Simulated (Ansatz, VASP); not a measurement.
# AlNi in two plane-wave programs

One calculation is typed for both programs; each brings its own data sets. How far apart do they land? Of the first pair: The cell is taken from a series of runs on this material, whose earlier steps may have relaxed, scaled, displaced or heated it; both programs get it as it stands.

Main program and level: Ansatz 0.2.0; plane waves, with VASP 6.6.1 beside it; relaxation of cell and atoms at LDA and relaxation of cell and atoms at PBE.

### 1. The structure

It takes space group Pm-3m (No. 221, cubic). Conventional cell: a = 2.832 Å, b = 2.832 Å, c = 2.832 Å, α = 90.00°, β = 90.00°, γ = 90.00°. Nearest to Al lie 8 Ni at 2.45 Å. Ni has 8 Al at 2.45 Å nearest. Farther neighbours are not listed.

### 2. VASP: relaxation of cell and atoms, LDA, pair 1

The relaxed volume is the usual yardstick between codes: in a stiff, nearly cubic crystal its relative difference is about their pressure difference at one cell divided by the bulk modulus.

Lines of VASP's logs that name or quote its potential files are left out, and so is its time.

File INCAR:

```
SYSTEM = AlNi
PREC = Accurate
ENCUT = 600
EDIFF = 1E-07
NELM = 120
ISMEAR = 0
SIGMA = 0.1
LREAL = .FALSE.
ALGO = Normal
GGA = CA
NBANDS = 12
LASPH = .TRUE.
LORBIT = 11
LWAVE = .FALSE.
LCHARG = .FALSE.
ISIF = 3
IBRION = 2
NSW = 80
EDIFFG = -0.005
GGA_COMPAT = .FALSE.
NELMIN = 4
```

File POSCAR:

```
AlNi
1.0
    2.8318960000      0.0000000000      0.0000000000
    0.0000000000      2.8318960000      0.0000000000
    0.0000000000      0.0000000000      2.8318960000
Al Ni
1 1
Direct
    0.0000000000      0.0000000000      0.0000000000
    0.5000000000      0.5000000000      0.5000000000
```

File KPOINTS:

```
Automatic mesh
0
Gamma
14 14 14
0 0 0
```

PAW data sets: Al and Ni (LDA family, release 64).

Run with:

```
> mpirun -np 1 vasp_std
```

Numbers of over 12 decimals in the logs are rounded to 6 here.

The log of the run:

```text
[banner, memory and clock lines left out]
running    1 mpi-ranks, on    1 nodes
 distrk:  each k-point on    1 cores,    1 groups
 distr:  one band on    1 cores,    1 groups

 POSCAR found type information on POSCAR AlNi
 POSCAR found :  2 types and       2 ions
 LDA part: xc-table for (Slater(with rela. corr.)+CA(PZ))
 , standard interpolation
 POSCAR, INCAR and KPOINTS ok, starting setup
 FFT: planning ... GRIDC
 FFT: planning ... GRID_SOFT
 FFT: planning ... GRID
 WAVECAR not read
 entering main loop
       N       E                     dE             d eps       ncg     rms          rms(c)
DAV:   1     0.432239800585E+02    0.43224E+02   -0.62987E+03  2904   0.130E+03
DAV:   2    -0.118178301443E+02   -0.55042E+02   -0.50708E+02  2940   0.209E+02
DAV:   3    -0.136193825694E+02   -0.18016E+01   -0.17775E+01  3464   0.440E+01
DAV:   4    -0.136436063246E+02   -0.24224E-01   -0.24215E-01  3192   0.456E+00
DAV:   5    -0.136441840955E+02   -0.57777E-03   -0.57775E-03  3496   0.787E-01    0.121E+01
DAV:   6    -0.151445806358E+02   -0.15004E+01   -0.44626E+01  3196   0.109E+02    0.144E+01
DAV:   7    -0.122263625692E+02    0.29182E+01   -0.13490E+01  3200   0.657E+01    0.102E+00
DAV:   8    -0.122129706319E+02    0.13392E-01   -0.26390E-01  3516   0.578E+00    0.102E+00
DAV:   9    -0.121972229966E+02    0.15748E-01   -0.45963E-02  3516   0.322E+00    0.168E-01
DAV:  10    -0.121968573985E+02    0.36560E-03   -0.10606E-03  3480   0.477E-01    0.822E-02
DAV:  11    -0.121968582724E+02   -0.87395E-06   -0.32803E-05  3400   0.497E-02    0.250E-02
DAV:  12    -0.121968576660E+02    0.60645E-06   -0.36723E-06  3596   0.331E-02    0.403E-03
DAV:  13    -0.121968575078E+02    0.15819E-06   -0.45430E-07  2408   0.676E-03    0.173E-03
DAV:  14    -0.121968575119E+02   -0.40632E-08   -0.75889E-08  1776   0.258E-03
   1 F= -.12196858E+02 E0= -.12194414E+02  d E =-.121969E+02
 curvature:   0.00 expect dE= 0.000E+00 dE for cont linesearch  0.000E+00
 trial: gam= 0.00000 g(F)=  0.000E+00 g(S)=  0.254E-03 ort = 0.000E+00 (trialstep = 0.100E+01)
 search vector abs. value=  0.254E-03
 bond charge predicted
       N       E                     dE             d eps       ncg     rms          rms(c)
DAV:   1    -0.122016683841E+02   -0.48109E-02   -0.54182E-02  3160   0.411E+00    0.628E-01
DAV:   2    -0.122060333778E+02   -0.43650E-02   -0.13950E-01  3216   0.605E+00    0.764E-01
DAV:   3    -0.121970217855E+02    0.90116E-02   -0.54951E-02  3200   0.383E+00    0.991E-02
DAV:   4    -0.121968737630E+02    0.14802E-03   -0.42012E-04  3220   0.229E-01    0.939E-03
DAV:   5    -0.121968739452E+02   -0.18216E-06   -0.94877E-06  3748   0.301E-02    0.479E-03
DAV:   6    -0.121968742660E+02   -0.32080E-06   -0.69308E-07  3432   0.737E-03    0.144E-03
DAV:   7    -0.121968742612E+02    0.48085E-08   -0.47627E-08  1620   0.354E-03
   2 F= -.12196874E+02 E0= -.12194428E+02  d E =-.167493E-04
 trial-energy change:   -0.000017  1 .order   -0.000015   -0.000254    0.000224
 step:   0.5369(harm=  0.5312)  dis= 0.00000  next Energy=   -12.196926 (dE=-0.685E-04)
 bond charge predicted
       N       E                     dE             d eps       ncg     rms          rms(c)
DAV:   1    -0.121979610574E+02   -0.10868E-02   -0.11618E-02  3140   0.190E+00    0.293E-01
DAV:   2    -0.121989306301E+02   -0.96957E-03   -0.30417E-02  3208   0.282E+00    0.356E-01
DAV:   3    -0.121969559170E+02    0.19747E-02   -0.11864E-02  3192   0.179E+00    0.433E-02
DAV:   4    -0.121969268575E+02    0.29060E-04   -0.79850E-05  3088   0.875E-02    0.710E-03
DAV:   5    -0.121969265178E+02    0.33970E-06   -0.34345E-06  4284   0.237E-02    0.225E-03
DAV:   6    -0.121969265896E+02   -0.71785E-07   -0.15932E-07  1912   0.385E-03
   3 F= -.12196927E+02 E0= -.12194482E+02  d E =-.690778E-04
 curvature:  -0.27 expect dE=-0.263E-08 dE for cont linesearch -0.263E-08
 trial: gam=-0.00620 g(F)=  0.437E-65 g(S)=  0.989E-08 ort = 0.158E-05 (trialstep = 0.907E+00)
 search vector abs. value=  0.100E-09
 reached required accuracy - stopping structural energy minimisation
```

From OUTCAR (step 2):

```text
ion  position               nearest neighbor table
   1  0.000  0.000  0.000-   2 2.45   2 2.45   2 2.45   2 2.45   2 2.45   2 2.45   2 2.45   2 2.45

  LATTYP: Found a simple cubic cell.
 ALAT       =     2.8318960000

 Subroutine GETGRP returns: Found 48 space group operations
 (whereof 48 operations were pure point group operations)

The static configuration has the point symmetry O_h .

 Found    120 irreducible k-points:

   k-points           NKPTS =    120   k-points in BZ     NKDIM =    120   number of bands    NBANDS=     12

   dimension x,y,z NGX =    24 NGY =   24 NGZ =   24
   dimension x,y,z NGXF=    48 NGYF=   48 NGZF=   48

   ENCUT  =  600.0 eV  44.10 Ry    6.64 a.u.   5.66  5.66  5.66*2*pi/ulx,y,z

   NELECT =      13.0000    total number of electrons

 k-points in reciprocal lattice and weights: Automatic mesh
   0.00000000  0.00000000  0.00000000       0.000
   0.07142857  0.00000000  0.00000000       0.002
   0.14285714  0.00000000  0.00000000       0.002
   0.21428571  0.00000000  0.00000000       0.002
   0.28571429  0.00000000  0.00000000       0.002
   0.35714286  0.00000000  0.00000000       0.002
   0.42857143  0.00000000  0.00000000       0.002
   0.50000000  0.00000000  0.00000000       0.001
   0.07142857  0.07142857  0.00000000       0.004
[...]
0.50000000  0.50000000  0.42857143       0.002
   0.50000000  0.50000000  0.50000000       0.000

 average (electrostatic) potential at core
       1 -67.6639       2 -80.9756

 E-fermi :  10.3885

 k-point     1 :       0.0000    0.0000    0.0000
  band No.  band energies     occupation
    ...
      2       6.9266      2.00000
      3       6.9266      2.00000
      4       8.7468      2.00000
      5       8.7468      2.00000
      6       8.7468      2.00000
      7      16.0960      0.00000
      8      16.0960      0.00000
      9      16.0960      0.00000
     10      18.7977      0.00000
     11      18.7977      0.00000
    ...

 k-point     2 :       0.0714    0.0000    0.0000
  band No.  band energies     occupation
    ...
      2       6.9218      2.00000
      3       6.9501      2.00000
      4       8.7032      2.00000
      5       8.7032      2.00000
      6       8.7516      2.00000
      7      15.1038      0.00000
      8      16.2244      0.00000
      9      16.2244      0.00000
     10      18.7993      0.00000
     11      19.6998      0.00000
    ...

 k-point     3 :       0.1429    0.0000    0.0000
  band No.  band energies     occupation
    ...
      2       6.8836      2.00000
      3       7.0167      2.00000
      4       8.5853      2.00000
      5       8.5853      2.00000
      6       8.7649      2.00000
      7      13.4731      0.00000
      8      16.5970      0.00000
      9      16.5970      0.00000
     10      18.8040      0.00000
     11      21.0158      0.00000
    ...

  Total        0.0003696      0.0003696      0.0003696     -0.0000000      0.0000000      0.0000000
  in kB        0.0260163      0.0260163      0.0260163     -0.0000000      0.0000000      0.0000000
  external PRESSURE =       0.0260163 kB  Pullay stress =       0.0000000 kB

  energy-cutoff  :      600.00
  volume of cell :       22.76
      direct lattice vectors                 reciprocal lattice vectors
     2.834068745 -0.000000000  0.000000000     0.352849592 -0.000000000  0.000000000
     0.000000000  2.834068745 -0.000000000     0.000000000  0.352849592 -0.000000000
    -0.000000000  0.000000000  2.834068745     0.000000000  0.000000000  0.352849592

 POSITION                                       TOTAL-FORCE (eV/Angst)
 -----------------------------------------------------------------------------------
      0.00000      0.00000      0.00000         0.000000     -0.000000      0.000000
      1.41703      1.41703      1.41703        -0.000000      0.000000      0.000000
 -----------------------------------------------------------------------------------
    total drift:                                0.000000      0.000000     -0.000000

  FREE ENERGIE OF THE ION-ELECTRON SYSTEM (eV)
  ---------------------------------------------------
  free  energy   TOTEN  =       -12.1969265896 eV

  energy  without entropy=      -12.1920368444  energy(sigma->0) =      -12.19448172

 reached required accuracy - stopping structural energy minimisation

 total charge
# of ion       s       p       d       tot
------------------------------------------
    1        0.394   0.440   0.000   0.834
    2        0.502   0.559   8.519   9.580
--------------------------------------------------
tot          0.896   1.000   8.519  10.415

[... 3 further parts left out ...]
```

CONTCAR:

```
AlNi
   1.00000000000000
     2.8340687447326327   -0.0000000000000000    0.0000000000000000
     0.0000000000000000    2.8340687447326327   -0.0000000000000000
    -0.0000000000000000    0.0000000000000000    2.8340687447326327
  Al              Ni
     1     1
Direct
     0.0000000000000000    0.0000000000000000    0.0000000000000000
     0.5000000000000000    0.5000000000000000    0.5000000000000000
```

This run has no spin polarisation, so a moment on Ni, if there is one, isn't seen. Its electron count is odd, so without a moment it is a metal by construction. The run keeps the 48 symmetry operations of its start, so it cannot find a distortion of lower symmetry.

### 3. Ansatz: relaxation of cell and atoms, LDA, pair 1

Ansatz runs on its default PAW (the set named soft_2) files.

The same cell, functional (in two slightly different forms), mesh and smearing now go to Ansatz, which takes its cutoff from its data sets.

File input.yaml:

```yaml
crystal:
  lattice:
    - [2.8318957033, 0.0, 0.0]
    - [0.0, 2.8318957033, 0.0]
    - [0.0, 0.0, 2.8318957033]
  atoms:
    - { symbol: Al, position: [0.0, 0.0, 0.0] }
    - { symbol: Ni, position: [0.5, 0.5, 0.5] }
kpoints:
  mp_grid: { grid: [14, 14, 14] }
hamiltonian:
  xc: lda
scf:
  occupations: { method: gaussian, width: 0.1 }
  lower_state_search: "off"
output:
  forces: true
  stress: true
  eigenvalues: true
relax:
  adjacent_minimum: "off"
  f_tol: 0.005
  max_steps: 80
  cell: { stress_tol: 0.05 }
```

Run with:

```
> ansatz run input.yaml --threads 8 --pin off --max-ram 16384MiB --backend cpu --events-out ev --progress --plain --runs-dir out
```

The log of the run:

```text
Engine: ansatz 0.2.0, aarch64-unknown-linux-gnu
Pseudopotentials: kind: paw
Pseudopotential: Al, paw, valence charge 3, recommended cutoff 420 eV (normal), Al.paw.azcp
Pseudopotential: Ni, paw, valence charge 18, recommended cutoff 420 eV (normal), Ni.paw.azcp
Functional definition: SPW92
  exchange = slater_x
  correlation = pw_c
Crystal: 2 atoms, lattice volume = 22.711 Å³
Basis set: ecut = 420 eV, 461 PW (Γ)
Bands: 15, of which v1, the nominal top of the filled ones, is band 11 counted from 1 (10 counted from 0)
Symmetry: 48 space group operations
Space group: Pm-3m (ITA 221), of the structure as read, at distance tolerance 2.8e-5 Å
k-points: 120 of 2744
Non-local potential: Al, projectors of the file, l = 0: 2, l = 1: 2, l = 2: 1
Non-local potential: Ni, projectors of the file, l = 0: 3, l = 1: 2, l = 2: 3, l = 3: 1
PAW form: soft (Blöchl's): semilocal exchange-correlation on the pseudo side does not see the compensation charge
PAW frozen core: Al, regenerated for the run's functional, and the local potential with it (the file was generated under x = pbe(κ = 0.804, μ = 0.219515), c = pbe(β = 0.066725))
PAW frozen core: Ni, regenerated for the run's functional, and the local potential with it (the file was generated under x = pbe(κ = 0.804, μ = 0.219515), c = pbe(β = 0.066725))
PAW one-centre angular grid: Al, 110 points (default); XC on 64 Gauss nodes
PAW one-centre angular grid: Ni, 590 points (default); XC on 64 Gauss nodes
Initial density: superposition of atomic densities (neutral atoms: chi_scale 0, normalization atom), corrected by the library's trained network
Initial wavefunctions: pseudopotential atomic-orbital guess
Functional: x = slater, c = lda
SCF iter   1: F=—  HF=-6287.668544 eV  |F-HF|=—  |Δ(HF+E_count)|=         —  Δρ=1.58e-2  dr2=2.46e-2  ethr=1.77e-3  ⟨swp⟩=4.6  Hψ=8191  notcnv=0
preconditioner: auto → none  [metal: Δε(μ)=0.020 eV  Ē_g=10.021 eV  σ=0.100 eV  W_gap=0.11  n_scr=6 (ndim 8)  ℏωp=28.1 eV  f_vac=0.000  D(μ)=1.01/eV (n_scr^D=6)  sad-step TF]
SCF iter   2: F=—  HF=-6287.664360 eV  |F-HF|=—  |Δ(HF+E_count)|=   4.18e-3  Δρ=3.98e-3  dr2=1.32e-3  ethr=1.17e-4  ⟨swp⟩=3.0  Hψ=3790  notcnv=0  defer=34
SCF iter   3: F=—  HF=-6287.664173 eV  |F-HF|=—  |Δ(HF+E_count)|=   1.87e-4  Δρ=9.68e-4  dr2=9.34e-5  ethr=6.30e-6  ⟨swp⟩=1.0  Hψ=1769  notcnv=0  defer=36
SCF iter   4: F=—  HF=-6287.664166 eV  |F-HF|=—  |Δ(HF+E_count)|=   7.21e-6  Δρ=9.51e-5  dr2=1.48e-6  ethr=4.45e-7  ⟨swp⟩=1.1  Hψ=1767  notcnv=0  defer=36
iter 5 did not close the SCF: its close was put off for the readings that it lacked (scf_convergence_deferred on its scf_iter line)
SCF iter   5: F=-6287.664166 eV  HF=-6287.664166 eV  |F-HF|=7.69e-9  |Δ(HF+E_count)|=   2.98e-7  Δρ=8.60e-6  dr2=9.33e-9  ethr=7.05e-9  ⟨swp⟩=2.5  Hψ=2531  notcnv=0  defer=36
SCF iter   6: F=-6287.664166 eV  HF=-6287.664166 eV  |F-HF|=3.26e-10  |Δ(HF+E_count)|=  8.57e-10  Δρ=1.62e-6  dr2=3.51e-10  ethr=4.44e-11  ⟨swp⟩=3.3  Hψ=6251  notcnv=0
SCF 1 converged in 6 iterations: F = -6287.664166 eV  dr2 = 3.51e-10
  greatest PAW one-centre occupation: 1.002 electrons in one spin orbital (limit 2), on the Ni atom at site 1 (counted from 0), in its partial waves of l = 1
relax step   1: F+E_penalty+E_count = -6287.66416569 eV  Δ(F+E_penalty+E_count) = +0.000e0 eV  max|allowed force component| = 9.203e-30 eV/Å  Δτ_max = 0.0000 Å  P = +0.143 GPa  Ω = 22.711 Å³  (6 SCF iters, dr2 threshold 1.00e-7 eV, accepted)
[...]
relax step   2: F+E_penalty+E_count = -6287.66416609 eV  Δ(F+E_penalty+E_count) = -4.010e-7 eV  max|allowed force component| = 2.112e-30 eV/Å  Δτ_max = 0.0000 Å  P = +0.063 GPa  Ω = 22.720 Å³  energy of the carried Pulay correction = -5.833e-6 eV  (6 SCF iters, dr2 threshold 5.10e-8 eV, accepted)
[...]
relax step   3: F+E_penalty+E_count = -6287.66416300 eV  Δ(F+E_penalty+E_count) = +3.087e-6 eV  max|allowed force component| = 1.003e-29 eV/Å  Δτ_max = 0.0000 Å  P = -0.000 GPa  Ω = 22.728 Å³  energy of the carried Pulay correction = -1.042e-5 eV  (6 SCF iters, dr2 threshold 9.86e-9 eV, accepted)
[...]
relax step   4: F+E_penalty+E_count = -6287.66416649 eV  Δ(F+E_penalty+E_count) = -3.488e-6 eV  max|allowed force component| = 4.339e-30 eV/Å  Δτ_max = 0.0000 Å  P = +0.001 GPa  Ω = 22.728 Å³  stress off target by 1.00e-3 GPa  SCF on the basis re-selected at this cell (its energy is not comparable with the rows above)  (7 SCF iters)
basis re-selected at this cell: Δ(F+E_penalty+E_count) = -3.488e-6 eV, ΔP = +0.001 GPa vs the last step (what re-selecting the basis moved, of the pressure what is left beyond the Pulay correction that the steps carried, after the strain that the cell walked since its last selection, with what the two solves' SCF thresholds leave and, on support functions, any second-order correction that the steps lacked; it is no m [...]
SCF converged after 7 iterations
Free energy (F): -6287.664166 eV
Harris-Foulkes:  -6287.664166 eV  (|F-HF|=9.09e-13)
Internal energy: -6287.659247 eV  (E = F + TS)
E sigma→0 (E₀):  -6287.661707 eV
Entropy (-TS):   -0.004920 eV (-2.460 meV/atom)
Fermi energy:    14.507679 eV
--- Per-component energies (eV) ---
  E_band       = -323.993693
  E_kinetic    = 313.904617
  E_local      = -4379.430314  (includes V_loc(G=0)·N_el)
  E_nonlocal   = 651.282160
  E_hartree    = 1883.783851
  E_xc         = -126.594113
  E_vxc        = -142.255351  (∫ρ·V_xc dr)
  E_paw        = -2009.453485  (= ΣΔE_a)
  E_vpaw       = -535.062924  (= ΣTr[D̂ρ^β])
  E_aug_tail   = 0.000417  (compensation charges beyond the density's cutoff)
  E_ewald      = -2621.642216
  E_core_change = 0.489837  (= ΣΔE_core)
  E_smearing   = -0.004920  (= −TS)
  E_closure    = 0.000000  (closes the sum)
  Σ components = -6287.664166   (vs F -6287.664166, Δ=0.00e0)
--- Forces (eV/Å), atoms counted from 1 ---
  atom   1  Al     0.00000000    -0.00000000     0.00000000
  atom   2  Ni    -0.00000000     0.00000000    -0.00000000
  max |Σ_I F_I| component: 8.15e-30 eV/Å
--- Stress (GPa, compression-positive) ---
        0.001003       0.000000      -0.000000
        0.000000       0.001003      -0.000000
       -0.000000      -0.000000       0.001003
  P = ⅓ Tr σ = 0.0010 GPa (0.010 kbar)
--- Band table (eV; the first three rows and the last of 120) ---
  k-point 0: bands = [... 7 lower, 12.8731, 12.8731, 12.8731, 20.2026, 20.2026, 20.2026, 22.8737, 22.8737]
  k-point 1: bands = [... 7 lower, 12.8290, 12.8290, 12.8779, 19.2091, 20.3309, 20.3309, 22.8744, 23.7733]
  k-point 2: bands = [... 7 lower, 12.7100, 12.7100, 12.8915, 17.5799, 20.7032, 20.7032, 22.8765, 25.0817]
  k-point 119: bands = [... 7 lower, 13.4770, 13.4770, 16.4833, 16.4833, 16.4833, 18.5709, 19.2610, 19.2610]
--- Relaxed structure (3 steps of the walk, 3 accepted, 1 SCFs on fresh bases) ---
  F+E_penalty+E_count = -6287.66416649 eV   max|allowed force component| = 4.339e-30 eV/Å   (the final SCF, on the basis selected at the relaxed cell)
  cell:  # Å, volume = 22.7281 Å³
    - [2.832617, 0, 0]
    - [0, 2.832617, 0.0]
    - [0, 0.0, 2.832617]
  atoms:
    - { symbol: Al, position: [0, 0, 0] }
    - { symbol: Ni, position: [0.5, 0.5, 0.5] }
```

The column dr2 measures how far the density is from self-consistency, as an energy; F and HF (Harris–Foulkes) agree once it is small.

### 4. Side by side

Known differences besides the potentials themselves: the two LDA forms differ slightly; the data sets hold 21 valence electrons in Ansatz (on its default PAW (the set named soft_2) files) and 13 in VASP; the cutoff is 420 eV in Ansatz and 600 eV in VASP; VASP's log shows a relativistic correction to its local exchange, Ansatz's none; Ansatz adds a Pulay correction to the stress that steers its cell, VASP none. Total energies have different zeros and are not compared.

Both answers:

| quantity | Ansatz | VASP | difference |
| --- | --- | --- | --- |
| volume (Å³) | 22.73 | 22.76 | -0.15 % |
| edge a after relaxation, in the typed setting (Å) | 2.833 | 2.834 | -0.05 % |

(Continued in part 2 of 2.)

[Lines on the potential files, build, host, timing and source positions are cut from VASP's logs without a mark.]

[Logs are printed without paths, hosts, clocks, repeated set-up lines and the standing remarks that a program may print on its own settings, such as how far it seeks lower states.]

[Hosts, paths, dates, database ids (printed as entryN), source tags and the programs' standing remarks are cut or masked in the printed files.]
